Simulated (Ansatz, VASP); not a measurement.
# Mg (Magnesium): VASP beside Ansatz

One calculation is typed for both programs; each brings its own data sets. How far apart do they land? The cell is taken from a series of runs on this material, whose earlier steps may have relaxed, scaled, displaced or heated it; both programs get it as it stands.

Calculated with Ansatz 0.2.0; plane waves, with VASP 6.6.1 beside it; zone-centre phonons at PBEsol.

**1. The starting structure**

Symmetry: P6_3/mmc, No. 194, hexagonal system. Conventional cell: a = 3.209 Å, b = 3.209 Å, c = 4.948 Å, α = 90.00°, β = 90.00°, γ = 120.00°. Nearest to Mg lie 12 Mg at 3.09 to 3.21 Å.

As a file:

```cif
data_structure
_symmetry_space_group_name_H-M 'P6_3/mmc'
_symmetry_Int_Tables_number 194
_cell_length_a 3.2089
_cell_length_b 3.2089
_cell_length_c 4.9480
_cell_angle_alpha 90.000
_cell_angle_beta 90.000
_cell_angle_gamma 120.000
_cell_volume 44.12
loop_
_atom_site_label
_atom_site_type_symbol
_atom_site_symmetry_multiplicity
_atom_site_Wyckoff_symbol
_atom_site_fract_x
_atom_site_fract_y
_atom_site_fract_z
_atom_site_occupancy
Mg1 Mg 2 c 0.33333 0.66667 0.25000 1
```

**2. VASP: zone-centre phonons, PBEsol, pair 1**

Second derivatives magnify differences that forces hide, and they need a tight electronic threshold.

Lines of VASP's logs that name or quote its potential files are left out, and so is its time.

INCAR

```
SYSTEM = Mg
PREC = Accurate
ENCUT = 600
EDIFF = 1E-08
NELM = 120
ISMEAR = 1
SIGMA = 0.2
LREAL = .FALSE.
ALGO = Normal
GGA = PS
NBANDS = 8
LORBIT = 11
LWAVE = .FALSE.
LCHARG = .FALSE.
ISIF = 2
IBRION = 8
LASPH = .TRUE.
GGA_COMPAT = .FALSE.
KPAR = 2
```

POSCAR

```
Mg
1.0
    3.2088742163      0.0000000000      0.0000000000
   -1.6044371082      2.7789665889      0.0000000000
    0.0000000000      0.0000000000      4.9480386181
Mg
2
Direct
    0.3333333362      0.6666666638      0.2500000000
    0.6666666638      0.3333333362      0.7500000000
```

KPOINTS

```
Automatic mesh
0
Gamma
15 15 8
0 0 0
```

The projector-augmented-wave data sets are Mg (PBE family, release 64).

Run with:

```console
$ mpirun -np 2 vasp_std
```

Numbers of over 12 decimals in the logs are rounded to 6 here.

Output:

```text
[banner, memory and clock lines left out]
running    2 mpi-ranks, on    1 nodes
 distrk:  each k-point on    1 cores,    2 groups
 distr:  one band on    1 cores,    1 groups

 POSCAR found type information on POSCAR Mg
 POSCAR found :  1 types and       2 ions
|                                                                             |
|               ----> ADVICE to this user running VASP <----                  |
|                                                                             |
|     You enforced a specific xc type in the INCAR file but a different       |
|     [... a line on the potential file left out ...]
|     I HOPE YOU KNOW WHAT YOU ARE DOING!                                     |
|                                                                             |

 LDA part: xc-table for (Slater+PW92), standard interpolation
 POSCAR, INCAR and KPOINTS ok, starting setup
 FFT: planning ... GRIDC
 FFT: planning ... GRID_SOFT
 FFT: planning ... GRID
 WAVECAR not read
 entering main loop
       N       E                     dE             d eps       ncg     rms          rms(c)
DAV:   1    -0.618452644344E+00   -0.61845E+00   -0.13970E+03  2160   0.395E+02
DAV:   2    -0.344117878761E+01   -0.28227E+01   -0.27556E+01  3000   0.238E+01
DAV:   3    -0.345817454159E+01   -0.16996E-01   -0.16991E-01  3024   0.233E+00
DAV:   4    -0.345822060723E+01   -0.46066E-04   -0.46065E-04  3120   0.933E-02
DAV:   5    -0.345822071647E+01   -0.10924E-06   -0.10933E-06  2968   0.293E-03    0.963E-01
DAV:   6    -0.344765750772E+01    0.10563E-01   -0.49056E-04  2680   0.171E-01    0.613E-01
DAV:   7    -0.343820726161E+01    0.94502E-02   -0.20847E-03  2296   0.311E-01    0.309E-02
DAV:   8    -0.343821120125E+01   -0.39396E-05   -0.15474E-05  3440   0.282E-02    0.636E-03
DAV:   9    -0.343821097430E+01    0.22695E-06   -0.91129E-07  2480   0.465E-03    0.582E-04
DAV:  10    -0.343821085892E+01    0.11538E-06   -0.39971E-09  3200   0.373E-04    0.123E-04
DAV:  11    -0.343821085654E+01    0.23745E-08   -0.18570E-10  1592   0.113E-04
   1 F= -.34382109E+01 E0= -.34378747E+01  d E =-.100848E-02
 Linear response reoptimize wavefunctions to high precision
DAV:   1    -0.343821085495E+01    0.15904E-08   -0.46294E-12  2000   0.126E-05
DAV:   2    -0.343821085495E+01   -0.28422E-13   -0.18408E-13  1408   0.281E-06
 Linear response DOF=           2
 Linear response progress:
  Degree of freedom:   1/  2
       N       E                     dE             d eps       ncg     rms          rms(c)
RMM:   1    -0.131436645594E-02   -0.13144E-02   -0.92373E-04 16563   0.180E-01
RMM:   2    -0.132100276775E-02   -0.66363E-05   -0.73019E-06 13990   0.155E-02    0.210E-02
RMM:   3    -0.130814144020E-02    0.12861E-04   -0.41691E-07 14451   0.634E-03    0.134E-02
RMM:   4    -0.130961918355E-02   -0.14777E-05   -0.10422E-06 13997   0.101E-02    0.736E-04
RMM:   5    -0.131011963400E-02   -0.50045E-06   -0.11055E-08 14966   0.500E-04    0.985E-05
RMM:   6    -0.131017502799E-02   -0.55394E-07   -0.11859E-09 15115   0.798E-05    0.198E-05
RMM:   7    -0.131023517087E-02   -0.60143E-07   -0.22250E-09 15254   0.185E-05    0.123E-06
RMM:   8    -0.131023668698E-02   -0.15161E-08    0.11614E-09 15202   0.397E-06    0.410E-07
 first order change of Fermi-energy   0.86339E-07
 force on displaced ion       1 direction 1 :  -0.923   0.000   0.000
 Linear response progress:
  Degree of freedom:   2/  2
       N       E                     dE             d eps       ncg     rms          rms(c)
RMM:   1    -0.122986236953E-01   -0.12299E-01   -0.66601E-02  6952   0.298E-01
RMM:   2    -0.393720271381E-02    0.83614E-02   -0.73699E-04  4743   0.408E-02    0.307E-02
RMM:   3    -0.385390203164E-02    0.83301E-04    0.51502E-05  4753   0.140E-02    0.141E-02
RMM:   4    -0.389643129369E-02   -0.42529E-04    0.71130E-06  4813   0.786E-03    0.525E-03
RMM:   5    -0.389972048965E-02   -0.32892E-05    0.12964E-06  4849   0.394E-03    0.270E-04
RMM:   6    -0.390012316847E-02   -0.40268E-06    0.17700E-06  5063   0.240E-04    0.153E-04
RMM:   7    -0.390048891336E-02   -0.36574E-06    0.37025E-07  5000   0.104E-04    0.477E-06
RMM:   8    -0.390053421121E-02   -0.45298E-07    0.13147E-07  5260   0.134E-05    0.170E-06
RMM:   9    -0.390053913545E-02   -0.49242E-08    0.20615E-08  4883   0.337E-06    0.565E-07
 first order change of Fermi-energy   0.11496E-05
 force on displaced ion       1 direction 3 :  -0.000  -0.000  -3.504
 Linear response finished
```

From OUTCAR (step 2):

```text
ion  position               nearest neighbor table
   1  0.333  0.667  0.250-   2 3.09   2 3.09   2 3.09   2 3.09   2 3.09   2 3.09
   2  0.667  0.333  0.750-   1 3.09   1 3.09   1 3.09   1 3.09   1 3.09   1 3.09

  LATTYP: Found a hexagonal cell.
 ALAT       =     3.2088742163
 C/A-ratio  =     1.5419858444

 Subroutine GETGRP returns: Found 24 space group operations
 (whereof 12 operations were pure point group operations)

The static configuration has the point symmetry D_3d.
 The point group associated with its full space group is D_6h.

 Found    135 irreducible k-points:

   k-points           NKPTS =    135   k-points in BZ     NKDIM =    135   number of bands    NBANDS=      8

   dimension x,y,z NGX =    28 NGY =   28 NGZ =   40
   dimension x,y,z NGXF=    56 NGYF=   56 NGZF=   80

   ENCUT  =  600.0 eV  44.10 Ry    6.64 a.u.   6.41  6.41  9.88*2*pi/ulx,y,z

   NELECT =       4.0000    total number of electrons

 k-points in reciprocal lattice and weights: Automatic mesh
   0.00000000  0.00000000  0.00000000       0.001
   0.06666667  0.00000000  0.00000000       0.003
   0.13333333  0.00000000  0.00000000       0.003
   0.20000000  0.00000000  0.00000000       0.003
   0.26666667  0.00000000  0.00000000       0.003
   0.33333333  0.00000000  0.00000000       0.003
   0.40000000  0.00000000  0.00000000       0.003
   0.46666667  0.00000000  0.00000000       0.003
   0.06666667  0.06666667  0.00000000       0.003
[...]
0.33333333  0.26666667  0.50000000       0.007
   0.33333333  0.33333333  0.50000000       0.001

 average (electrostatic) potential at core
       1 -38.6590       2 -38.6590

  Total       -0.0085010     -0.0085010      0.6967607      0.0000000      0.0000000      0.0000000
  in kB       -0.3086820     -0.3086820     25.3002703      0.0000000      0.0000000      0.0000000
  external PRESSURE =       8.2276354 kB  Pullay stress =       0.0000000 kB

  energy-cutoff  :      600.00
  volume of cell :       44.12
      direct lattice vectors                 reciprocal lattice vectors
     3.208874216  0.000000000  0.000000000     0.311635774  0.179922998  0.000000000
    -1.604437108  2.778966589  0.000000000     0.000000000  0.359845996  0.000000000
     0.000000000  0.000000000  4.948038618     0.000000000  0.000000000  0.202100282

 POSITION                                       TOTAL-FORCE (eV/Angst)
 -----------------------------------------------------------------------------------
      0.00000      1.85264      1.23701        -0.000000      0.000000      0.000000
      1.60444      0.92632      3.71103         0.000000     -0.000000      0.000000
 -----------------------------------------------------------------------------------
    total drift:                                0.000000     -0.000000      0.000000

 Eigenvectors and eigenvalues of the dynamical matrix
 ----------------------------------------------------

   1 f  =    8.394577 THz    52.744682 2PiTHz  280.012942 cm-1    34.717164 meV
             X         Y         Z           dx          dy          dz
      0.000000  1.852644  1.237010     0.000000    0.000000   -0.707107
      1.604437  0.926322  3.711029    -0.000000    0.000000    0.707107

   2 f  =    4.307421 THz    27.064323 2PiTHz  143.680092 cm-1    17.814053 meV
             X         Y         Z           dx          dy          dz
      0.000000  1.852644  1.237010    -0.325215    0.627882    0.000000
      1.604437  0.926322  3.711029     0.325215   -0.627882    0.000000

   3 f  =    4.307421 THz    27.064323 2PiTHz  143.680092 cm-1    17.814053 meV
             X         Y         Z           dx          dy          dz
      0.000000  1.852644  1.237010    -0.627882   -0.325215   -0.000000
      1.604437  0.926322  3.711029     0.627882    0.325215    0.000000

   4 f  =    0.000000 THz     0.000000 2PiTHz    0.000000 cm-1     0.000000 meV
             X         Y         Z           dx          dy          dz
      0.000000  1.852644  1.237010    -0.000000   -0.000000    0.707107
      1.604437  0.926322  3.711029     0.000000    0.000000    0.707107

   5 f/i=    0.000000 THz     0.000000 2PiTHz    0.000000 cm-1     0.000000 meV
             X         Y         Z           dx          dy          dz
      0.000000  1.852644  1.237010    -0.362780   -0.606952   -0.000000
      1.604437  0.926322  3.711029    -0.362780   -0.606952    0.000000

   6 f/i=    0.000000 THz     0.000000 2PiTHz    0.000001 cm-1     0.000000 meV
             X         Y         Z           dx          dy          dz
      0.000000  1.852644  1.237010     0.606952   -0.362780   -0.000000
      1.604437  0.926322  3.711029     0.606952   -0.362780    0.000000

 ELASTIC MODULI CONTR FROM IONIC RELAXATION (kBar)
 Direction    XX          YY          ZZ          XY          YZ          ZX
 --------------------------------------------------------------------------------
 XX         -42.9528     42.9528      0.0000      0.0000      0.0000     -0.0000
 YY          42.9528    -42.9528     -0.0000      0.0000     -0.0000      0.0000
 ZZ           0.0000     -0.0000     -0.0000     -0.0000      0.0000     -0.0000
 XY           0.0000      0.0000     -0.0000    -42.9528      0.0000     -0.0000
 YZ           0.0000     -0.0000      0.0000      0.0000     -0.0000      0.0000
 ZX          -0.0000      0.0000     -0.0000     -0.0000      0.0000     -0.0000
 --------------------------------------------------------------------------------
```

**3. Ansatz: zone-centre phonons, PBEsol, pair 1**

Ansatz runs on its PAW soft_1 files.

The same cell, functional, mesh and smearing now go to Ansatz, which takes its cutoff from its data sets.

input.yaml

```yaml
crystal:
  lattice:
    - [3.2088742163, 0.0, 0.0]
    - [-1.6044371082, 2.7789665889, 0.0]
    - [0.0, 0.0, 4.9480386181]
  atoms:
    - { symbol: Mg, position: [0.3333333362, 0.6666666638, 0.25] }
    - { symbol: Mg, position: [0.6666666638, 0.3333333362, 0.75] }
kpoints:
  mp_grid: { grid: [15, 15, 8] }
hamiltonian:
  xc: pbesol
  pseudopotentials: { kind: paw, azcp: { folder: soft_1 }, xc_functional: pbe }
scf:
  occupations: { method: methfessel_paxton, width: 0.2 }
output:
  eigenvalues: true
phonons:
  method: dfpt
```

Run with:

```console
$ ansatz run input.yaml --threads 4 --pin off --max-ram 10240MiB --backend cpu --events-out ev --progress --plain --runs-dir out
```

Output:

```text
zone centre: on kpoints.mp_grid the ground state, and the responses unless they are solved on pairs of k-points, stand on 320 of the mesh's 1800 k-points, reduced under 4 symmetry operations, with k and −k counted as one. Each operation leaves every solved displacement unchanged or reverses it
Engine: ansatz 0.2.0, x86_64-unknown-linux-gnu
Pseudopotentials: kind: paw
Pseudopotential: Mg, paw, valence charge 10, recommended cutoff 420 eV (normal), soft_1/Mg.paw.azcp
Functional definition: PBEsol
  exchange = pbesol_x
  correlation = pbesol_c
Crystal: 2 atoms, lattice volume = 44.123 Å³
Basis set: ecut = 420 eV, 881 PW (Γ), exchange–correlation on 48×48×72 points (8 copies of the dense FFT grid, shifted against one another)
Bands: 14, of which v1, the nominal top of the filled ones, is band 10 counted from 1 (9 counted from 0)
Symmetry: 24 space group operations
k-points: 320 of 1800 (irreducible under 4 space group operations, time reversal used)
Non-local potential: Mg, projectors of the file, l = 0: 3, l = 1: 2, l = 2: 1
PAW form: soft (Blöchl's): semilocal exchange-correlation on the pseudo side does not see the compensation charge
PAW frozen core: Mg, regenerated for the run's functional, and the local potential with it (the file was generated under x = pbe(κ = 0.804, μ = 0.219515), c = pbe(β = 0.066725))
PAW one-centre angular grid: Mg, 110 points (default); XC on 64 Gauss nodes
Initial density: superposition of atomic densities (chi_scale 0.1, normalization cell)
Initial wavefunctions: pseudopotential atomic-orbital guess
Functional: x = pbesol(κ = 0.804, μ = 0.123457), c = pbesol(β = 0.046)
SCF iter   1: F=—  HF=-3824.125723 eV  |F-HF|=—  |Δ(HF+E_count)|=         —  Δρ=1.42e-2  dr2=1.16e-1  ethr=3.10e-3  ⟨swp⟩=5.0  Hψ=22152  notcnv=0
preconditioner: auto → none  [metal: Δε(μ)=0.024 eV  Ē_g=7.049 eV  σ=0.200 eV  W_gap=0.10  n_scr=8 (ndim 8)  ℏωp=11.2 eV  f_vac=0.000  D(μ)=0.81/eV (n_scr^D=2)  sad-step TF]
SCF iter   2: F=—  HF=-3824.113694 eV  |F-HF|=—  |Δ(HF+E_count)|=   1.20e-2  S|Δr|=    0.00e0  Δρ=9.95e-3  dr2=5.84e-2  ethr=5.79e-4  ⟨swp⟩=1.0  Hψ=7040  notcnv=0
SCF iter   3: F=—  HF=-3824.095028 eV  |F-HF|=—  |Δ(HF+E_count)|=   1.87e-2  S|Δr|=    0.00e0  Δρ=1.48e-3  dr2=1.23e-3  ethr=2.92e-4  ⟨swp⟩=1.2  Hψ=4537  notcnv=0
SCF iter   4: F=—  HF=-3824.094864 eV  |F-HF|=—  |Δ(HF+E_count)|=   1.64e-4  S|Δr|=    0.00e0  Δρ=1.54e-4  dr2=4.10e-6  ethr=6.13e-6  ⟨swp⟩=2.9  Hψ=7772  notcnv=0
SCF iter   5: F=—  HF=-3824.094861 eV  |F-HF|=—  |Δ(HF+E_count)|=   2.71e-6  S|Δr|=    0.00e0  Δρ=1.47e-5  dr2=2.54e-8  ethr=2.05e-8  ⟨swp⟩=2.0  Hψ=7756  notcnv=0
SCF iter   6: F=—  HF=-3824.094861 eV  |F-HF|=—  |Δ(HF+E_count)|=   6.26e-7  S|Δr|=    0.00e0  Δρ=2.76e-6  dr2=8.85e-10  ethr=1.27e-10  ⟨swp⟩=2.0  Hψ=7680  notcnv=0
SCF iter   7: F=-3824.094861 eV  HF=-3824.094861 eV  |F-HF|=2.73e-12  |Δ(HF+E_count)|=   1.78e-9  S|Δr|=    0.00e0  Δρ=1.16e-7  dr2=2.48e-12  ethr=1.00e-12  ⟨swp⟩=4.4  Hψ=22278  notcnv=0
SCF 1 converged in 7 iterations: F = -3824.094861 eV  dr2 = 2.48e-12
  greatest PAW one-centre occupation: 1.000 electrons in one spin orbital (limit 2), on the Mg atom at site 1 (counted from 0), in its partial waves of l = 0
DFPT response loops at Γ: preconditioner auto → Kerker (q_TF=auto, 2.391 Å⁻¹) (partly filled bands, converged f_vac=0.000); β = 1.00, the filter's whole step (`scf.mixing.beta` (0.50) is not read by the response loops under this deck's `scf.mixing.preconditioner`; to damp them name `kerker` or `kerker_dos`, under which they read `scf.mixing.beta`, and type it under 1.00, their step now; both keys bind the ground state too); Broyden in place of MSR1
SCF converged after 7 iterations
Stability not checked: this state was not tested for a lower state beside it, because cold or Methfessel-Paxton smearing, or corrected tetrahedra, fill the levels in a way that the test cannot read (fill_not_monotonic; see scf.lower_state_search)
Free energy (F): -3824.094861 eV
Harris-Foulkes:  -3824.094861 eV  (|F-HF|=2.73e-12)
Internal energy: -3824.093824 eV  (E = F + TS)
E sigma→0 (E₀):  -3824.094602 eV
Entropy (-TS):   -0.001037 eV (-0.518 meV/atom)
Fermi energy:    5.873099 eV
--- Per-component energies (eV) ---
  E_band       = -706.125371
  E_kinetic    = 138.877621
  E_local      = -3397.632351  (includes V_loc(G=0)·N_el)
  E_nonlocal   = 391.905542
  E_hartree    = 1156.379835
  E_xc         = -51.682413
  E_vxc        = -66.983265  (∫ρ·V_xc dr)
  E_paw        = -579.895431  (= ΣΔE_a)
  E_vpaw       = -85.052311  (= ΣTr[D̂ρ^β])
  E_aug_tail   = -0.000299  (compensation charges beyond the density's cutoff)
  E_ewald      = -1482.164052
  E_core_change = 0.117725  (= ΣΔE_core)
  E_smearing   = -0.001037  (= −TS)
  E_closure    = -0.000000  (closes the sum)
  Σ components = -3824.094861   (vs F -3824.094861, Δ=0.00e0)
--- Band table (eV; the first three rows and the last of 320) ---
  k-point 0: bands = [... 6 lower, -36.6238, -36.6207, -1.2071, 4.4403, 5.1430, 16.4944, 16.4944, 16.5665]
  k-point 1: bands = [... 6 lower, -36.6241, -36.6224, -1.1105, 3.3780, 6.3685, 16.5710, 16.5710, 16.6316]
  k-point 2: bands = [... 6 lower, -36.6249, -36.6249, -0.8214, 2.1952, 8.0405, 16.0608, 16.7919, 16.7919]
  k-point 319: bands = [... 6 lower, -36.6291, -36.6291, 3.4212, 3.4212, 8.2492, 8.2492, 9.7301, 9.7301]
--- Phonons (Γ-DFPT): 2 representative perturbations + reference, on 320 of 1800 k-points (Σ response iterations 6) ---
  k mesh reduced under 4 symmetry operations, with k and −k counted as one. Each operation leaves every solved displacement unchanged or reverses it
  ASR residual: 8.754e-5 → 0.000e0 eV/Å²; symmetrization residual: 2.108e-10 eV/Å²
  ASR residual per site (eV/Å²): 8.75e-5 8.75e-5
  Γ frequencies (cm⁻¹): 0.00 0.00 0.00 143.21 143.21 278.92
  non-analytic LO–TO correction: not included (Born effective charges unavailable; polar crystals: no LO–TO splitting at Γ)
```

**4. Side by side**

Known differences besides the potentials themselves: the data sets hold 20 valence electrons in Ansatz (on its PAW soft_1 files) and 4 in VASP; the cutoff is 420 eV in Ansatz and 600 eV in VASP; Ansatz makes its cores anew for this functional, VASP keeps those of its PBE data sets. Total energies have different zeros and are not compared.

Compared:

```csv
quantity,Ansatz,VASP,difference
optical mode 1 to 2 (cm⁻¹),143.2,143.7,-0.33 %
optical mode 3 (cm⁻¹),278.9,280.0,-0.39 %
```

Modes are paired by rising frequency, not by their patterns, so a pair may set unlike modes beside each other; they are those without the splitting of longitudinal modes.

[end of part 1 of 2]

[Lines on the potential files, build, host, timing and source positions are cut from VASP's logs without a mark.]

[Logs are printed without paths, hosts, clocks, repeated set-up lines and the standing remarks that a program may print on its own settings, such as how far it seeks lower states.]

[Hosts, paths, dates, database ids (printed as entryN), source tags and the programs' standing remarks are cut or masked in the printed files.]
